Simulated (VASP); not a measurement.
Output of a VASP run:

**OSZICAR**
```
       N       E                     dE             d eps       ncg     rms          rms(c)
DAV:   1     0.210985764618E+03    0.21099E+03   -0.12514E+04  4436   0.137E+03
DAV:   2     0.226892171324E+01   -0.20872E+03   -0.20513E+03  4188   0.321E+02
DAV:   3    -0.342744849672E+02   -0.36543E+02   -0.35765E+02  5424   0.112E+02
DAV:   4    -0.373351276393E+02   -0.30606E+01   -0.29543E+01  5638   0.348E+01
DAV:   5    -0.374842579625E+02   -0.14913E+00   -0.14888E+00  4984   0.637E+00    0.174E+01
DAV:   6    -0.371192123416E+02    0.36505E+00   -0.11806E+01  4528   0.225E+01    0.551E+00
DAV:   7    -0.366618831029E+02    0.45733E+00   -0.55877E+00  4712   0.176E+01    0.616E+00
DAV:   8    -0.365627231704E+02    0.99160E-01   -0.60194E-01  4636   0.598E+00    0.825E-01
DAV:   9    -0.365556363343E+02    0.70868E-02   -0.13657E-01  4984   0.234E+00    0.444E-01
DAV:  10    -0.365542058514E+02    0.14305E-02   -0.18304E-02  5258   0.993E-01    0.130E-01
DAV:  11    -0.365543306231E+02   -0.12477E-03   -0.13088E-03  5058   0.287E-01    0.696E-02
DAV:  12    -0.365543619583E+02   -0.31335E-04   -0.23892E-04  6080   0.912E-02    0.227E-02
DAV:  13    -0.365543682013E+02   -0.62430E-05   -0.27241E-05  5456   0.350E-02    0.107E-02
DAV:  14    -0.365543694844E+02   -0.12831E-05   -0.55308E-06  5044   0.133E-02    0.636E-03
DAV:  15    -0.365543702227E+02   -0.73828E-06   -0.49821E-06  4686   0.114E-02
   1 F= -.36554370E+02 E0= -.36553164E+02  d E =-.241240E-02
```

File OUTCAR:
```
------------------------ aborting loop because EDIFF is reached ----------------------------------------
  FORCE on cell =-STRESS in cart. coord.  units (eV):
  Direction    XX          YY          ZZ          XY          YZ          ZX
  --------------------------------------------------------------------------------------
  Total        2.7335805      2.7335805      3.1440298      0.0000000     -0.0000000      0.0000000
  in kB       51.3343958     51.3343958     59.0422972      0.0000000     -0.0000000      0.0000000
  external PRESSURE =      53.9036963 kB  Pullay stress =       0.0000000 kB
  volume of cell :       85.32
      direct lattice vectors                 reciprocal lattice vectors
    -2.090075000  2.090075000  4.882590000     0.000000000  0.239225865  0.102404666
     2.090075000 -2.090075000  4.882590000     0.239225865  0.000000000  0.102404666
     2.090075000  2.090075000 -4.882590000     0.239225865  0.239225865  0.000000000
 POSITION                                       TOTAL-FORCE (eV/Angst)
 -----------------------------------------------------------------------------------
      0.00000      0.00000      9.75825         0.000000      0.000000      0.090001
      0.00000      0.00000      4.07921        -0.000000     -0.000000     -0.166318
      2.09007      0.00000      2.54539         0.000000     -0.000000      0.196537
      0.00000      2.09007      2.54539        -0.000000      0.000000      0.196537
      0.00000      0.00000      6.40254        -0.000000     -0.000000     -0.316757
 -----------------------------------------------------------------------------------
    total drift:                               -0.000001     -0.000001      0.000721
  FREE ENERGIE OF THE ION-ELECTRON SYSTEM (eV)
  ---------------------------------------------------
  free  energy   TOTEN  =       -36.5543702227 eV

  energy  without entropy=      -36.5519578213  energy(sigma->0) =      -36.55316402
```
(Selected blocks of OUTCAR.)

POSCAR:
```
LaSi3Ru
1
   -2.0900750000     2.0900750000     4.8825900000
    2.0900750000    -2.0900750000     4.8825900000
    2.0900750000     2.0900750000    -4.8825900000
La Si Ru
1 3 1
Direct
  0.9992900000   0.9992900000   0.0000000000
  0.4177300000   0.4177300000   0.0000000000
  0.2606600000   0.7606600000   0.5000000000
  0.7606600000   0.2606600000   0.5000000000
  0.6556500000   0.6556500000   0.0000000000
```

Reconstruct the remaining input files.

One answer among several that fit: the input of the run itself, PBEsol GGA, plane waves, VASP's PBE PAW potentials (set 64).

### KPOINTS
```
Automatic mesh
0
Gamma
9 9 9
0 0 0
```

**INCAR**
```
SYSTEM=LaSi3Ru
PREC=Accurate; ENCUT=300; LREAL=.FALSE.
LASPH=.TRUE.
EDIFF=1E-6; NELM=100; ALGO=Normal
LMAXMIX=6
ISMEAR=0; SIGMA=0.05
GGA=PS
ISIF=2
LWAVE=.FALSE.; LCHARG=.FALSE.
```

POTCAR, in this order: La Si Ru_pv (PBE.64 set). Program: vasp_std.

At this cut-off the stress carries a Pulay error, which pulls relaxed volumes low.

The structure comes from a computed database's LaSi3Ru entry; how it stands against other phases isn't given here. The cell was not relaxed at this level, and its volume differs by -5.9 % from the start's. The electron count is odd and the run is not spin-polarised, which forces a metal.
